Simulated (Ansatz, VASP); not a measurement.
# Cross-check of Ge (Germanium) between VASP and Ansatz, part 2 of 2

Wanted: the spread between two codes on one cell, functional and k mesh. The structure shown is the start of the Ansatz relaxation below; VASP solves that cell, so the two are compared at the walk's first step.

VASP 6.6.1 and Ansatz 0.2.0.

So far. Step 3 (VASP: single point, LDA, start cell, pair 1): The run ends at a pressure of 5.84 GPa, with forces up to 0.14 eV/Å.

## 7. VASP: single point, LDA, start cell, pair 2

Level of this step: LDA; plane waves and PAW (Ge_d) (VASP).

The same cell, functional (in two slightly different forms), mesh and smearing now go to VASP, with its own data sets.

Input file INCAR:

```
SYSTEM = Ge
PREC = Accurate
ENCUT = 410
EDIFF = 1E-06
NELM = 120
ISMEAR = 1
SIGMA = 0.2
LREAL = .FALSE.
ALGO = Normal
GGA = CA
NBANDS = 20
LORBIT = 11
LWAVE = .FALSE.
LCHARG = .FALSE.
ISIF = 2
LASPH = .TRUE.
GGA_COMPAT = .FALSE.
KPAR = 2
```

Input file POSCAR:

```
Ge
1.0
    0.0714030000      2.7977930000      2.7977930000
    2.7977930000      0.0714030000      2.7977930000
    2.7977930000      2.7977930000      0.0714030000
Ge
2
Direct
    0.5012965439      0.5012965439      0.5012965439
    0.7487035884      0.7487035884      0.7487035884
```

Input file KPOINTS:

```
Automatic mesh
0
Gamma
16 16 16
0 0 0
```

The projector-augmented-wave data sets are Ge_d (LDA family, release 64).

Run with:

```console
> mpirun -np 2 vasp_std
```

Numbers of over 12 decimals in the logs are rounded to 6 here.

Output:

```text
[... set-up lines as in an earlier step ...]
 entering main loop
       N       E                     dE             d eps       ncg     rms          rms(c)
DAV:   1     0.169247678575E+03    0.16925E+03   -0.13272E+04 17928   0.343E+03
DAV:   2     0.122430186012E+02   -0.15700E+03   -0.15278E+03 16720   0.531E+02
DAV:   3    -0.989401118668E+01   -0.22137E+02   -0.22002E+02 18772   0.135E+02
DAV:   4    -0.105397654997E+02   -0.64575E+00   -0.64538E+00 18704   0.274E+01
[...]
DAV:   9    -0.103407598097E+02   -0.82065E-05   -0.15348E-04 19500   0.138E-01    0.221E-02
DAV:  10    -0.103407584020E+02    0.14077E-05   -0.14459E-05 22684   0.453E-02    0.431E-03
DAV:  11    -0.103407581676E+02    0.23441E-06   -0.19013E-06 14988   0.118E-02
   1 F= -.10340758E+02 E0= -.10340863E+02  d E =0.315560E-03
```

From OUTCAR (step 7):

```text
  Total        1.1101204      1.1101204      1.1101204     -0.5332489     -0.5332489     -0.5332489
  in kB       42.2233166     42.2233166     42.2233166    -20.2820675    -20.2820675    -20.2820675
  external PRESSURE =      42.2233166 kB  Pullay stress =       0.0000000 kB

 POSITION                                       TOTAL-FORCE (eV/Angst)
 -----------------------------------------------------------------------------------
      2.84084      2.84084      2.84084         0.073015      0.073015      0.073015
      4.24289      4.24289      4.24289        -0.073015     -0.073015     -0.073015
 -----------------------------------------------------------------------------------
    total drift:                                0.000000      0.000000      0.000000

  FREE ENERGIE OF THE ION-ELECTRON SYSTEM (eV)
  ---------------------------------------------------
  free  energy   TOTEN  =       -10.3407581676 eV

  energy  without entropy=      -10.3410737279  energy(sigma->0) =      -10.34086335

[... 1 part as in an earlier step ...]

[... 2 further parts left out ...]
[key lines of the parts left out:]
E-fermi :   5.5833
```

The gap is under twice the smearing width, so the edge states are partly filled and the run can't tell a small gap from a semimetal. Methfessel-Paxton smearing is not meant for a cell with a gap.

## 8. Comparison

Forces (eV/Å; atoms numbered as in POSCAR):

```tsv
atom	Ansatz x, y, z	VASP x, y, z
Ge1	0.071, 0.071, 0.071	0.073, 0.073, 0.073
Ge2	-0.071, -0.071, -0.071	-0.073, -0.073, -0.073
```

The forces differ by 1.8 meV/Å r.m.s., which is 2.5 % of the r.m.s. force of 0.073 eV/Å (both taken over all components).

## 9. What the set-up changes

Further runs change the set-up of one program: Ansatz's method, potentials or start, or VASP's data sets, cutoff or form of LDA. The table gives that difference for each run.

```tsv
run	r.m.s. force difference (meV/Å)
as above	1.8
VASP with a cutoff of 500 eV (perhaps on Ansatz's relaxed cell)	1.7
```

## 10. Ansatz: relaxation, LDA

The two programs are compared at the cell with which this relaxation starts, whose forces are those of its first step. The cell compared in this pair holds 42.82 Å³, against 42.12 Å³ for the pair before.

The structure compared here is the start of the Ansatz relaxation; VASP solves that cell, so the two are compared at the walk's first step.

Input file input.yaml:

```yaml
crystal:
  lattice:
    - [0.0449703101, 2.7994674265, 2.7994674265]
    - [2.7994674265, 0.0449703101, 2.7994674265]
    - [2.7994674265, 2.7994674265, 0.0449703101]
  atoms:
    - { symbol: Ge, position: [0.5006407381, 0.5006407381, 0.5006407381] }
    - { symbol: Ge, position: [0.7493592619, 0.7493592619, 0.7493592619] }
  conventional_axes: [[-1, 1, 0], [0, -1, 1], [1, 1, 1]]
kpoints:
  mp_grid: { grid: [16, 16, 16] }
hamiltonian:
  xc: lda
  pseudopotentials: { kind: paw, azcp: { folder: soft_1 }, xc_functional: pbe }
scf:
  occupations: { method: methfessel_paxton, width: 0.2 }
output:
  forces: true
  stress: true
  eigenvalues: true
relax:
  adjacent_minimum: "off"
  f_tol: 0.001
  max_steps: 60
  cell: { stress_tol: 0.01, fix: [a, b, gamma] }
```

Run with:

```console
> ansatz run input.yaml --threads 4 --pin off --max-ram 10240MiB --backend cpu --events-out ev --progress --plain --runs-dir out
```

Output:

```text
[...]
Crystal: 2 atoms, lattice volume = 42.822 Å³
Basis set: ecut = 420 eV, 875 PW (Γ)
Bands: 18, of which v1, the nominal top of the filled ones, is band 14 counted from 1 (13 counted from 0)
Symmetry: 12 space group operations
[...]
k-points: 417 of 4096
[...]
k-point 416: bands = [... 10 lower, -2.2103, 0.9939, 7.6063, 7.6063, 9.4510, 12.8100, 12.8100, 16.1117]
--- Relaxed structure (4 steps of the walk, 4 accepted, 1 SCFs on fresh bases) ---
[...]
cell:  # Å, volume = 42.9969 Å³
    - [0.052665, 2.807162, 2.807162]
    - [2.807162, 0.052665, 2.807162]
    - [2.807162, 2.807162, 0.052665]
  atoms:
    - { symbol: Ge, position: [0.501296, 0.501296, 0.501296] }
    - { symbol: Ge, position: [0.748704, 0.748704, 0.748704] }
[key lines of the parts left out:]
SCF converged after 6 iterations
Free energy (F): -8431.434304 eV
Fermi energy:    9.012749 eV
P = ⅓ Tr σ = 2.5498 GPa (25.498 kbar)
```

## 11. VASP: single point, LDA, start cell, pair 3

The same cell, functional (in two slightly different forms), mesh and smearing now go to VASP, with its own data sets.

INCAR is that of step 7.

Input file POSCAR:

```
Ge
1.0
    0.0449700000      2.7994670000      2.7994670000
    2.7994670000      0.0449700000      2.7994670000
    2.7994670000      2.7994670000      0.0449700000
Ge
2
Direct
    0.5006408684      0.5006408684      0.5006408684
    0.7493594859      0.7493594859      0.7493594859
```

KPOINTS is that of step 7.

Run with:

```console
> mpirun -np 2 vasp_std
```

Output:

```text
[... set-up lines as in an earlier step ...]
 entering main loop
       N       E                     dE             d eps       ncg     rms          rms(c)
DAV:   1     0.171765500238E+03    0.17177E+03   -0.13296E+04 18104   0.341E+03
DAV:   2     0.127979614186E+02   -0.15897E+03   -0.15484E+03 16720   0.542E+02
DAV:   3    -0.988856046822E+01   -0.22687E+02   -0.22547E+02 18736   0.136E+02
DAV:   4    -0.105577240947E+02   -0.66916E+00   -0.66879E+00 18680   0.278E+01
[...]
DAV:   9    -0.103686252724E+02   -0.20610E-04   -0.11530E-04 19520   0.116E-01    0.167E-02
DAV:  10    -0.103686224464E+02    0.28260E-05   -0.11485E-05 22460   0.473E-02    0.444E-03
DAV:  11    -0.103686221998E+02    0.24655E-06   -0.15801E-06 14492   0.928E-03
   1 F= -.10368622E+02 E0= -.10368711E+02  d E =0.266359E-03
```

OUTCAR, selected parts (step 11):

```text
  Total        0.7288227      0.7288227      0.7288227     -0.3465064     -0.3465064     -0.3465064
  in kB       27.2689384     27.2689384     27.2689384    -12.9645539    -12.9645539    -12.9645539
  external PRESSURE =      27.2689384 kB  Pullay stress =       0.0000000 kB

 POSITION                                       TOTAL-FORCE (eV/Angst)
 -----------------------------------------------------------------------------------
      2.82557      2.82557      2.82557         0.066288      0.066288      0.066288
      4.22931      4.22931      4.22931        -0.066288     -0.066288     -0.066288
 -----------------------------------------------------------------------------------
    total drift:                                0.000000      0.000000      0.000000

  FREE ENERGIE OF THE ION-ELECTRON SYSTEM (eV)
  ---------------------------------------------------
  free  energy   TOTEN  =       -10.3686221998 eV

  energy  without entropy=      -10.3688885589  energy(sigma->0) =      -10.36871099

[... 1 part as in an earlier step ...]

[... 2 further parts left out ...]
[key lines of the parts left out:]
E-fermi :   5.3684
```

The run ends at a pressure of 2.73 GPa, with forces up to 0.11 eV/Å.

## 12. Side by side

Forces (eV/Å; atoms numbered as in POSCAR):

```tsv
atom	Ansatz x, y, z	VASP x, y, z
Ge1	0.065, 0.065, 0.065	0.066, 0.066, 0.066
Ge2	-0.065, -0.065, -0.065	-0.066, -0.066, -0.066
```

The forces differ by 1.1 meV/Å r.m.s., which is 1.7 % of the r.m.s. force of 0.066 eV/Å (both taken over all components).

## 13. Other set-ups

Further runs change the set-up of one program: Ansatz's method, potentials or start, or VASP's data sets, cutoff or form of LDA. The table gives that difference for each run.

```tsv
run	r.m.s. force difference (meV/Å)
as above	1.1
VASP with a cutoff of 500 eV (perhaps on Ansatz's relaxed cell)	0.49
```

## 14. What came out

| Property | Result |
| --- | --- |
| r.m.s. force difference (single point, LDA, start cell, pair 1) | 2.9 meV/Å |
| r.m.s. force difference (single point, LDA, start cell, pair 2) | 1.8 meV/Å |
| r.m.s. force difference (single point, LDA, start cell, pair 3) | 1.1 meV/Å |

**Reading.** The r.m.s. force difference is 2.9 meV/Å (single point, LDA, start cell, pair 1), within the 12 meV/Å picked in this series as the mark of a large difference. Single point, LDA, start cell, pair 3, VASP with a cutoff of 500 eV (perhaps on Ansatz's relaxed cell): r.m.s. force difference goes from 1.1 to 0.49 meV/Å. 6 further runs of this series are not shown here. Such differences can come from data sets, numerical settings and the points named under the comparisons, not from the functional's error against experiment.

[Lines on the potential files, build, host, timing and source positions are cut from VASP's logs without a mark.]

[Logs are printed without paths, hosts, clocks, repeated set-up lines and the standing remarks that a program may print on its own settings, such as how far it seeks lower states.]

[Hosts, paths, dates, database ids (printed as entryN), source tags and the programs' standing remarks are cut or masked in the printed files.]

[Rows of further runs with another cutoff or data set may stand on the cell that Ansatz relaxed, not on the start cell of the pair above them.]
